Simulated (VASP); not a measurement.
# The low-index faces of Mg, part 2 of 4

Aim: compare the low-index faces of Mg at one level of theory.

VASP 6.6.1; r2SCAN; plane waves and PAW (Mg).

So far. Step 3 (The bulk reference, job self-consistent run, k-mesh …): The run ends at a pressure of -0.02 GPa.

**4. Surface relaxation, 8 atoms, face Mg(0001)**

System of this step: Mg(0001). The cell holds 8 atoms: 8 Mg. Cell: a = 3.172 Å, b = 3.172 Å, c = 33.031 Å, α = 90.0°, β = 90.0°, γ = 60.0°. It derives from Mg. 8 layers of hcp Mg, cut at this functional's lattice. Vacuum lies along c.

All atoms relax at the fixed cell.

Input file INCAR:

```
SYSTEM = Mg
PREC = Normal
ENCUT = 320
EDIFF = 1E-05
NELM = 120
ISMEAR = 1
SIGMA = 0.15
LREAL = .FALSE.
ALGO = Normal
METAGGA = R2SCAN
LASPH = .TRUE.
NBANDS = 16
LORBIT = 11
LWAVE = .FALSE.
LCHARG = .FALSE.
KPAR = 4
IBRION = 2
NSW = 40
ISIF = 2
EDIFFG = -0.03
POTIM = 0.4
MAXMIX = 40
```

Input file POSCAR:

```
Mg
1.0
    3.1717537122      0.0000000000      0.0000000000
    1.5858768561      2.7468192893      0.0000000000
    0.0000000000      0.0000000000     33.0309410988
Mg
8
Direct
    0.6666666700      0.6666666700      0.2270598300
    0.0000000000      0.0000000000      0.3050427400
    0.6666666700      0.6666666700      0.3830256400
    0.0000000000      0.0000000000      0.4610085500
    0.6666666700      0.6666666700      0.5389914500
    0.0000000000      0.0000000000      0.6169743600
    0.6666666700      0.6666666700      0.6949572600
    0.0000000000      0.0000000000      0.7729401700
```

Input file KPOINTS:

```
Automatic mesh
0
Gamma
12 12 1
0 0 0
```

PAW data sets: Mg (PBE family, release 64).

Launch:

```sh
$ mpirun -np 4 vasp_std
```

Log:

```text
[banner, memory and clock lines left out]
running    4 mpi-ranks, on    1 nodes
 distrk:  each k-point on    1 cores,    4 groups
 distr:  one band on    1 cores,    1 groups

 POSCAR found type information on POSCAR Mg
 POSCAR found :  1 types and       8 ions
 [... a notice as in an earlier step ...]

 LDA part: xc-table for (None), standard interpolation
 POSCAR, INCAR and KPOINTS ok, starting setup
 FFT: planning ... GRIDC
 FFT: planning ... GRID_SOFT
 FFT: planning ... GRID
 WAVECAR not read
 entering main loop
       N       E                     dE             d eps       ncg     rms          rms(c)
DAV:   1    -0.614759213275E+01   -0.61476E+01   -0.33283E+03   608   0.474E+02
DAV:   2    -0.318868136203E+02   -0.25739E+02   -0.23449E+02   824   0.708E+01
DAV:   3    -0.328646735039E+02   -0.97786E+00   -0.95845E+00   848   0.141E+01
DAV:   4    -0.328881980374E+02   -0.23525E-01   -0.23518E-01   872   0.261E+00
DAV:   5    -0.328892583852E+02   -0.10603E-02   -0.10603E-02   952   0.492E-01    0.209E+00
DAV:   6    -0.327279669100E+02    0.16129E+00   -0.16104E+00   808   0.582E+00    0.174E+00
DAV:   7    -0.324810177278E+02    0.24695E+00   -0.16037E+00   808   0.560E+00    0.128E+00
DAV:   8    -0.324869216954E+02   -0.59040E-02   -0.23089E-01   776   0.267E+00    0.399E-01
DAV:   9    -0.324903951482E+02   -0.34735E-02   -0.29191E-02   768   0.100E+00    0.107E-01
DAV:  10    -0.324905648401E+02   -0.16969E-03   -0.29552E-03   704   0.255E-01    0.382E-02
DAV:  11    -0.324910353701E+02   -0.47053E-03   -0.46489E-04   720   0.109E-01    0.202E-02
DAV:  12    -0.324913426607E+02   -0.30729E-03   -0.82280E-05   712   0.477E-02    0.895E-03
DAV:  13    -0.324915825846E+02   -0.23992E-03   -0.83354E-05   640   0.327E-02    0.548E-03
DAV:  14    -0.324916729328E+02   -0.90348E-04   -0.24393E-05   616   0.177E-02    0.296E-03
DAV:  15    -0.324916926724E+02   -0.19740E-04   -0.16111E-05   576   0.135E-02    0.162E-03
DAV:  16    -0.324917258578E+02   -0.33185E-04   -0.46454E-06   544   0.883E-03    0.987E-04
DAV:  17    -0.324917440551E+02   -0.18197E-04   -0.13658E-06   520   0.516E-03    0.631E-04
DAV:  18    -0.324917618937E+02   -0.17839E-04   -0.18474E-06   472   0.489E-03    0.350E-04
DAV:  19    -0.324917666054E+02   -0.47117E-05   -0.44150E-07   424   0.399E-03
   1 F= -.32491767E+02 E0= -.32492930E+02  d E =-.324918E+02
 curvature:   0.00 expect dE= 0.000E+00 dE for cont linesearch  0.000E+00
 trial: gam= 0.00000 g(F)=  0.468E-03 g(S)=  0.000E+00 ort = 0.000E+00 (trialstep = 0.100E+01)
 search vector abs. value=  0.468E-03
 bond charge predicted
       N       E                     dE             d eps       ncg     rms          rms(c)
DAV:   1    -0.324922037852E+02   -0.44189E-03   -0.87704E-04   680   0.164E-01    0.635E-03
DAV:   2    -0.324922046386E+02   -0.85341E-06   -0.49819E-05   672   0.379E-02
   2 F= -.32492205E+02 E0= -.32493391E+02  d E =-.438033E-03
[... from here on, the cycles between the ionic steps are left out ...]
   3 F= -.32493160E+02 E0= -.32494404E+02  d E =-.139336E-02
   4 F= -.32493455E+02 E0= -.32494789E+02  d E =-.168853E-02
   5 F= -.32493599E+02 E0= -.32494905E+02  d E =-.183231E-02
   6 F= -.32494202E+02 E0= -.32495524E+02  d E =-.603502E-03
   7 F= -.32495758E+02 E0= -.32497111E+02  d E =-.215873E-02
   8 F= -.32497654E+02 E0= -.32499026E+02  d E =-.405488E-02
   9 F= -.32495729E+02 E0= -.32497034E+02  d E =-.213003E-02
  10 F= -.32497916E+02 E0= -.32499284E+02  d E =-.431679E-02
  11 F= -.32498727E+02 E0= -.32500098E+02  d E =-.811404E-03
 trial-energy change:   -0.000811  1 .order   -0.000835   -0.000966   -0.000704
 step:   8.0404(harm=  8.0404)  dis= 0.03130  next Energy=   -32.499697 (dE=-0.178E-02)
 bond charge predicted
       N       E                     dE             d eps       ncg     rms          rms(c)
DAV:   1    -0.324989830927E+02   -0.25929E-03   -0.78847E-02   608   0.164E+00    0.587E-02
DAV:   2    -0.324996981680E+02   -0.71508E-03   -0.30314E-03   696   0.303E-01    0.546E-03
DAV:   3    -0.324997339918E+02   -0.35824E-04   -0.22065E-04   840   0.835E-02    0.448E-03
DAV:   4    -0.324997350306E+02   -0.10388E-05   -0.25063E-06   520   0.103E-02
  12 F= -.32499735E+02 E0= -.32501091E+02  d E =-.181932E-02
 curvature: -14.44 expect dE=-0.585E-04 dE for cont linesearch -0.328E-05
 trial: gam=-0.05662 g(F)=  0.405E-05 g(S)=  0.000E+00 ort = 0.190E-04 (trialstep = 0.335E+01)
 search vector abs. value=  0.700E-05
 reached required accuracy - stopping structural energy minimisation
```

It took 3 min on 4 MPI ranks of Intel Xeon Platinum 8259CL at 2.50GHz (Skylake/Cascade Lake), shared host; peak memory 0.78 GiB; 11 min of CPU time.

OUTCAR, selected parts (step 4):

```text
  LATTYP: Found a hexagonal cell.
 ALAT       =     3.1717537122
 C/A-ratio  =    10.4140939354

 Subroutine GETGRP returns: Found 12 space group operations
 (whereof  6 operations were pure point group operations)

The static configuration has the point symmetry C_3v.
 The point group associated with its full space group is D_3d.

 Found     19 irreducible k-points:

   k-points           NKPTS =     19   k-points in BZ     NKDIM =     19   number of bands    NBANDS=     16

   dimension x,y,z NGX =    14 NGY =   14 NGZ =  150
   dimension x,y,z NGXF=    28 NGYF=   28 NGZF=  300

   ENCUT  =  320.0 eV  23.52 Ry    4.85 a.u.   4.63  4.63 48.18*2*pi/ulx,y,z

   NELECT =      16.0000    total number of electrons

 E-fermi :   0.3389

 k-point     1 :       0.0000    0.0000    0.0000
  band No.  band energies     occupation
    ...
      5      -5.0869      2.00000
      6      -4.2004      2.00000
      7      -3.1582      2.00000
      8      -1.9329      2.00000
      9      -1.1155      2.00000
     10       0.5412     -0.06695
     11       1.8754     -0.00000
     12       3.0989     -0.00000
     13       3.8626      0.00000
     14       4.7207      0.00000
    ...

 k-point     2 :       0.0833   -0.0000    0.0000
  band No.  band energies     occupation
    ...
      5      -4.9418      2.00000
      6      -4.0564      2.00000
      7      -3.0155      2.00000
      8      -1.7907      2.00000
      9      -0.9771      2.00000
     10       0.6783     -0.00626
     11       2.0106     -0.00000
     12       3.2330     -0.00000
     13       3.9987      0.00000
     14       4.8535      0.00000
    ...

  Total       -0.3596490     -0.3596490      0.0225001      0.0000000      0.0000000     -0.0000000
  in kB       -2.0023451     -2.0023451      0.1252695      0.0000000      0.0000000     -0.0000000
  external PRESSURE =      -1.2931403 kB  Pullay stress =       0.0000000 kB

  energy-cutoff  :      320.00
  volume of cell :      287.77
      direct lattice vectors                 reciprocal lattice vectors
     3.171753712  0.000000000  0.000000000     0.315282992 -0.182028720  0.000000000
     1.585876856  2.746819289  0.000000000     0.000000000  0.364057441  0.000000000
     0.000000000  0.000000000 33.030941099     0.000000000  0.000000000  0.030274645

 POSITION                                       TOTAL-FORCE (eV/Angst)
 -----------------------------------------------------------------------------------
      3.17175      1.83121      7.59243        -0.000000      0.000000      0.001612
      0.00000      0.00000     10.17252        -0.000000     -0.000000     -0.005291
      3.17175      1.83121     12.70474        -0.000000     -0.000000      0.003382
      0.00000      0.00000     15.24816        -0.000000      0.000000      0.003229
      3.17175      1.83121     17.78278        -0.000000     -0.000000     -0.003229
      0.00000      0.00000     20.32620         0.000000      0.000000     -0.003382
      3.17175      1.83121     22.85843         0.000000      0.000000      0.005291
      0.00000      0.00000     25.43851         0.000000     -0.000000     -0.001612
 -----------------------------------------------------------------------------------
    total drift:                                0.000201      0.000116      0.000160

  FREE ENERGIE OF THE ION-ELECTRON SYSTEM (eV)
  ---------------------------------------------------
  free  energy   TOTEN  =       -32.4997350306 eV

  energy  without entropy=      -32.5038041510  energy(sigma->0) =      -32.50109140

 total charge
# of ion       s       p       d       tot
------------------------------------------
    1        0.198   0.119   0.008   0.324
    2        0.195   0.135   0.011   0.342
    3        0.194   0.138   0.011   0.344
    4        0.193   0.138   0.011   0.343
    5        0.193   0.138   0.011   0.343
    6        0.194   0.138   0.011   0.344
    7        0.195   0.135   0.011   0.342
    8        0.198   0.119   0.008   0.324
--------------------------------------------------
tot          1.561   1.061   0.084   2.705

[... 1 part as in an earlier step ...]

[... 7 further parts left out ...]
```

CONTCAR:

```
Mg
   1.00000000000000
     3.1717537122000001    0.0000000000000000    0.0000000000000000
     1.5858768561000001    2.7468192892999999    0.0000000000000000
     0.0000000000000000    0.0000000000000000   33.0309410987999996
  Mg
     8
Direct
     0.6666666699999979    0.6666666699999979    0.2298580720800956
     0.0000000000000000    0.0000000000000000    0.3079693036706097
     0.6666666699999979    0.6666666699999979    0.3846315746642584
     0.0000000000000000    0.0000000000000000    0.4616325716233525
     0.6666666699999979    0.6666666699999979    0.5383674283766477
     0.0000000000000000    0.0000000000000000    0.6153684253357417
     0.6666666699999979    0.6666666699999979    0.6920306963293904
     0.0000000000000000    0.0000000000000000    0.7701419279199043
```

The run keeps the 12 symmetry operations of its start, so it cannot find a distortion of lower symmetry.

Step by step:

```csv
step,energy less that of the first step (eV),largest force (eV/Å)
1,0.0000,0.0719
2,-0.0004,0.0634
3,-0.0014,0.0380
4,-0.0017,0.0582
5,-0.0018,0.0417
6,-0.0024,0.0390
7,-0.0040,0.0347
8,-0.0059,0.0469
9,-0.0040,0.1278
10,-0.0061,0.0680
11,-0.0070,0.0512
12,-0.0080,0.0053
```

The atoms that moved most (Å):

```csv
atom,dx,dy,dz,length
Mg2,0.000,0.000,0.097,0.097
Mg7,0.000,0.000,-0.097,0.097
Mg8,0.000,0.000,-0.092,0.092
Mg1,0.000,0.000,0.092,0.092
Mg6,0.000,0.000,-0.053,0.053
Mg3,0.000,0.000,0.053,0.053
Mg4,0.000,0.000,0.021,0.021
Mg5,0.000,0.000,-0.021,0.021
```

Final coordinates:

```xyz
8
Lattice="3.1718 0.0000 0.0000 1.5859 2.7468 0.0000 0.0000 0.0000 33.0309" Properties=species:S:1:pos:R:3
Mg    3.1718    1.8312    7.5924
Mg    0.0000    0.0000   10.1725
Mg    3.1718    1.8312   12.7047
Mg    0.0000    0.0000   15.2482
Mg    3.1718    1.8312   17.7828
Mg    0.0000    0.0000   20.3262
Mg    3.1718    1.8312   22.8584
Mg    0.0000    0.0000   25.4385
```

Numbers from this step:

```yaml
electronic_cycles: 57
electrons: 16
free_energy_toten: -32.50 eV
energy_at_zero_smearing: -32.50 eV
fermi_energy: 0.3389 eV
```

The run ended after 12 ionic steps, 0.008 eV below its first step, once the forces on the free atoms met EDIFFG = -0.03.

(Part 2 of 4 ends here.)

[Lines on the potential files, build, host, timing and source positions are cut from VASP's logs without a mark.]

[Logs are printed without paths, hosts, clocks, repeated set-up lines and the standing remarks that a program may print on its own settings, such as how far it seeks lower states.]

[Hosts, paths, dates, database ids (printed as entryN), source tags and the programs' standing remarks are cut or masked in the printed files.]

[Runs that stopped without an error message from VASP are left out.]
